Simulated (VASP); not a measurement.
## Bulk modulus of diamond and zinc-blende semiconductors: measurement against PBE

Computed values from VASP (plane waves, PAW); cells keep the symmetry of their structure type. Static lattice, from a third-order Birch-Murnaghan fit over five volumes at each level.

Here x stands for PBE B0 and y for measured B0.

```csv
solid,PBE B0 (GPa),measured B0 (GPa),cut-off (eV),basis of the measured value
Sn,35.2,?,520,"0 K, zero-point corrected"
InSb,36.8,46.1,520,"0 K, zero-point corrected"
Ge,59.0,77.3,520,"0 K, zero-point corrected"
InP,59.4,72.0,520,"0 K, zero-point corrected"
AlAs,67.3,75.0,520,"0 K, zero-point corrected"
BP,161.7,176.5,520,"0 K, zero-point corrected"
BN,372.8,410.2,520,"0 K, zero-point corrected"
C,433.7,454.7,520,"0 K, zero-point corrected"
```

The 7 complete rows are fitted with a straight line, y against x. With u = x - 170, the rows have u = -133.20, -111.00, -110.60, -102.70, -8.30, 202.80, 263.70. Means: u 0.10000, y 187.40. About the means, the sum of products is 171110 and the sum of squares of u is 163580; the slope is their ratio. Least squares gives y = 187.30 + 1.04605·u. Residuals (row less fit): -1.87, 6.11, 0.39, -4.87, -2.12, 10.76, -8.44; standard error 7.16 (degrees of freedom: 5). The slope is 1.05 with a standard error of 0.018. Before the fit, PBE less measured has mean -17.30, mean absolute 17.30 and median absolute 14.80 GPa over these 7 rows.

Problem. Estimate the missing y (x = 35.2); what was measured?

Solution. u = -134.80, so y = 187.30 + 1.04605 × (-134.80) = 46.29 GPa. The measured value is 42.8 GPa, 3.49 GPa below the prediction (0.8 % of the range of y in the table). The row lies outside the fitted rows, so this is an extrapolation. From the scatter of the fitted rows alone, a prediction at this place has a standard error of 8.02 GPa, so the miss is 0.4 times that.

Plain PBE misses this row by -7.6 GPa. Sn is here grey tin, stable below 13 °C. The rows are a random draw of 8 from the 13 solids that have both values on this basis (zero-point corrected by the source), of 26 computed in this series. Not drawn: V to Ni and open 4f shells, rows kept for tests, unfit runs, cells that left their space group, values derived or compiled from fits, values whose temperature is given only as extrapolated, encyclopaedia, home-page and unnamed sources, sources from 2025 on. Measured values as quoted by these papers, many of them computational: Sn Daniel Mejia-Rodriguez et al., Physical Review B (2018), arXiv:1807.09216; InSb Daniel Mejia-Rodriguez et al., Physical Review B (2018), arXiv:1807.09216; Ge Tanner et al., (2021), arXiv:2110.11888; InP Daniel Mejia-Rodriguez et al., Physical Review B (2018), arXiv:1807.09216; AlAs Daniel Mejia-Rodriguez et al., Physical Review B (2018), arXiv:1807.09216; BP Tamar Goldzak et al., The Journal of Chemical Physics (2022), arXiv:2208.04865; BN Daniel Mejia-Rodriguez et al., Physical Review B (2018), arXiv:1807.09216; C Daniel Mejia-Rodriguez et al., Physical Review B (2018), arXiv:1807.09216.
